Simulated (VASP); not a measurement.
All values below come from RPBE GGA, VASP's PBE PAW potentials (set 64) (plane waves; VASP 6.6.1).

VASP input:

KPOINTS:
```
kpoints
0
G
 5 5 5
0 0 0
```

INCAR:
```
! general
SYSTEM =KZnF3
PREC   =Accurate
ENCUT  =520   ! plane-wave cut-off (eV)
LREAL  =.FALSE.   ! projection in real space or not
LASPH  =.TRUE.   ! aspherical one-centre terms

! electronic loop
EDIFF  =1E-7   ! SCF stop (eV)
NELM   =100   ! most electronic steps
ALGO   =Normal   ! blocked Davidson
LMAXMIX=4   ! l cut-off of mixed one-centre charges

! smearing
ISMEAR =0
SIGMA  =0.05   ! width (eV)

! functional
GGA    =RP   ! RPBE

! ions
ISIF   =2   ! forces and stress, cell fixed

! output
LWAVE  =.FALSE.
LCHARG =.FALSE.
```

### POSCAR
```
KZnF3
8.2482420
  0.5000000108   0.0000000000   0.0000000000
  0.0000000000   0.5000000108   0.0000000000
  0.0000000000   0.0000000000   0.5000000108
K Zn F
1 1 3
Cartesian
  0.0000000000   0.0000000000   0.0000000000
  0.2500000054   0.2500000054   0.2500000054
  0.2500000054   0.0000000000   0.2500000054
  0.0000000000   0.2500000054   0.2500000054
  0.2500000054   0.2500000054   0.0000000000
```

POTCAR, in this order: K_sv Zn F (PBE.64 set). Program: vasp_std.

What VASP printed:

**OUTCAR**
```
 ion  position               nearest neighbor table
   1  0.000  0.000  0.000-
   2  0.500  0.500  0.500-   3 2.06   4 2.06   5 2.06   5 2.06   3 2.06   4 2.06
   3  0.500  0.000  0.500-   2 2.06   2 2.06
   4  0.000  0.500  0.500-   2 2.06   2 2.06
   5  0.500  0.500  0.000-   2 2.06   2 2.06
  LATTYP: Found a simple cubic cell.
 ALAT       =     4.1241210889
 Subroutine PRICEL returns:
 Original cell was already a primitive cell.
 Subroutine GETGRP returns: Found 48 space group operations
The static configuration has the point symmetry O_h .
The dynamic configuration has the point symmetry O_h .
 Subroutine INISYM returns: Found 48 space group operations
 Subroutine IBZKPT returns following result:
 Found     10 irreducible k-points:

 Following reciprocal coordinates:
            Coordinates               Weight
  0.000000  0.000000  0.000000      1.000000
  0.200000  0.000000  0.000000      6.000000
  0.400000  0.000000  0.000000      6.000000
  0.200000  0.200000  0.000000     12.000000
  0.400000  0.200000  0.000000     24.000000
  0.400000  0.400000  0.000000     12.000000
  0.200000  0.200000  0.200000      8.000000
  0.400000  0.200000  0.200000     24.000000
  0.400000  0.400000  0.200000     24.000000
  0.400000  0.400000  0.400000      8.000000
   k-points           NKPTS =     10   k-points in BZ     NKDIM =     10   number of bands    NBANDS=     25
   number of dos      NEDOS =    301   number of ions     NIONS =      5
   total plane-waves  NPLWV =  32768
   dimension x,y,z NGX =    32 NGY =   32 NGZ =   32
   dimension x,y,z NGXF=    64 NGYF=   64 NGZF=   64
   ions per type =               1   1   3
   PREC   = accura    normal or accurate (medium, high low for compatibility)
   ISTART =      0    job   : 0-new  1-cont  2-samecut
   ICHARG =      2    charge: 1-file 2-atom 10-const
   ISPIN  =      1    spin polarized calculation?
   LNONCOLLINEAR =      F non collinear calculations
...
```

OSZICAR:
```
       N       E                     dE             d eps       ncg     rms          rms(c)
DAV:   1     0.452722229729E+03    0.45272E+03   -0.22754E+04   500   0.199E+03
DAV:   2     0.146352883412E+02   -0.43809E+03   -0.42652E+03   605   0.484E+02
DAV:   3    -0.205676386196E+02   -0.35203E+02   -0.35073E+02   592   0.150E+02
DAV:   4    -0.213289868385E+02   -0.76135E+00   -0.76016E+00   816   0.209E+01
DAV:   5    -0.213464625698E+02   -0.17476E-01   -0.17470E-01   656   0.234E+00    0.114E+01
DAV:   6    -0.188908065663E+02    0.24557E+01   -0.89412E+00   717   0.407E+01    0.664E+00
DAV:   7    -0.189812910611E+02   -0.90484E-01   -0.16389E+00   536   0.890E+00    0.434E+00
DAV:   8    -0.190201176691E+02   -0.38827E-01   -0.62990E-01   606   0.172E+01    0.168E+00
DAV:   9    -0.189825462014E+02    0.37571E-01   -0.97413E-02   766   0.934E+00    0.718E-01
DAV:  10    -0.189790464355E+02    0.34998E-02   -0.11699E-01   740   0.860E+00    0.373E-01
DAV:  11    -0.189783066030E+02    0.73983E-03   -0.21558E-02   728   0.224E+00    0.867E-02
DAV:  12    -0.189784868533E+02   -0.18025E-03   -0.11228E-03   576   0.286E-01    0.872E-02
DAV:  13    -0.189785137935E+02   -0.26940E-04   -0.35591E-04   587   0.570E-01    0.722E-02
DAV:  14    -0.189785148058E+02   -0.10123E-05   -0.17474E-04   662   0.350E-01    0.464E-02
DAV:  15    -0.189784924593E+02    0.22346E-04   -0.13830E-04   591   0.919E-02    0.127E-02
DAV:  16    -0.189784909399E+02    0.15194E-05   -0.77941E-06   629   0.456E-02    0.402E-03
DAV:  17    -0.189784909261E+02    0.13833E-07   -0.10971E-06   688   0.872E-03    0.178E-03
DAV:  18    -0.189784909255E+02    0.58662E-09   -0.29343E-07   516   0.851E-03
   1 F= -.18978491E+02 E0= -.18978491E+02  d E =-.151008E-14
```

File OUTCAR:
```
------------------------ aborting loop because EDIFF is reached ----------------------------------------
  FORCE on cell =-STRESS in cart. coord.  units (eV):
  Direction    XX          YY          ZZ          XY          YZ          ZX
  --------------------------------------------------------------------------------------
  Total        1.9592966      1.9592966      1.9592966      0.0000000     -0.0000000      0.0000000
  in kB       44.7524226     44.7524226     44.7524226      0.0000000     -0.0000000      0.0000000
  external PRESSURE =      44.7524226 kB  Pullay stress =       0.0000000 kB
  volume of cell :       70.14
      direct lattice vectors                 reciprocal lattice vectors
     4.124121089  0.000000000  0.000000000     0.242475907  0.000000000  0.000000000
     0.000000000  4.124121089  0.000000000     0.000000000  0.242475907  0.000000000
     0.000000000  0.000000000  4.124121089     0.000000000  0.000000000  0.242475907
 POSITION                                       TOTAL-FORCE (eV/Angst)
 -----------------------------------------------------------------------------------
      0.00000      0.00000      0.00000         0.000000      0.000000      0.000000
      2.06206      2.06206      2.06206         0.000000      0.000000      0.000000
      2.06206      0.00000      2.06206         0.000000      0.000000      0.000000
      0.00000      2.06206      2.06206         0.000000      0.000000      0.000000
      2.06206      2.06206      0.00000         0.000000      0.000000      0.000000
 -----------------------------------------------------------------------------------
    total drift:                                0.000000     -0.000000     -0.000000
  FREE ENERGIE OF THE ION-ELECTRON SYSTEM (eV)
  ---------------------------------------------------
  free  energy   TOTEN  =       -18.9784909255 eV

  energy  without entropy=      -18.9784909255  energy(sigma->0) =      -18.97849093
```
(Selected blocks of OUTCAR.)

File OUTCAR:
```
 val. band max:       -1.2694662371   @ k =   0.4000   0.4000   0.0000

 cond. band min:       2.7629593950   @ k =   0.0000   0.0000   0.0000


 Fermi energy:        -1.0016790360

 k-point     1 :       0.0000    0.0000    0.0000
  band No.  band energies     occupation
      1     -28.1865      2.00000
      2     -22.3646      2.00000
      3     -21.8231      2.00000
      4     -21.8231      2.00000
      5     -11.6141      2.00000
      6     -11.6141      2.00000
      7     -11.6141      2.00000
      8      -4.7706      2.00000
      9      -4.7706      2.00000
     10      -4.7706      2.00000
     11      -4.3699      2.00000
     12      -4.3699      2.00000
     13      -4.3699      2.00000
     14      -4.0803      2.00000
     15      -4.0803      2.00000
     16      -2.8063      2.00000
     17      -2.8063      2.00000
     18      -2.8063      2.00000
     19      -2.6366      2.00000
     20      -2.6366      2.00000
     21      -2.6366      2.00000
     22       2.7630      0.00000
     23       8.0392      0.00000
     24       8.0392      0.00000
     25       8.4873      0.00000

 k-point     2 :       0.2000    0.0000    0.0000
  band No.  band energies     occupation
      1     -28.1814      2.00000
      2     -22.3242      2.00000
      3     -21.8588      2.00000
      4     -21.8212      2.00000
      5     -11.6166      2.00000
      6     -11.6030      2.00000
      7     -11.6030      2.00000
      8      -5.4644      2.00000
      9      -4.7653      2.00000
     10      -4.7653      2.00000
     11      -4.4424      2.00000
     12      -4.4424      2.00000
     13      -4.3688      2.00000
     14      -4.0800      2.00000
     15      -3.6226      2.00000
     16      -2.8691      2.00000
     17      -2.7799      2.00000
     18      -2.7799      2.00000
     19      -2.7055      2.00000
     20      -2.6250      2.00000
     21      -2.6250      2.00000
     22       3.4814      0.00000
     23       8.1691      0.00000
...
```

The compound is KZnF3 in the cubic perovskite structure. This cell is one point of a volume scan, at 0.94 of the reference volume.
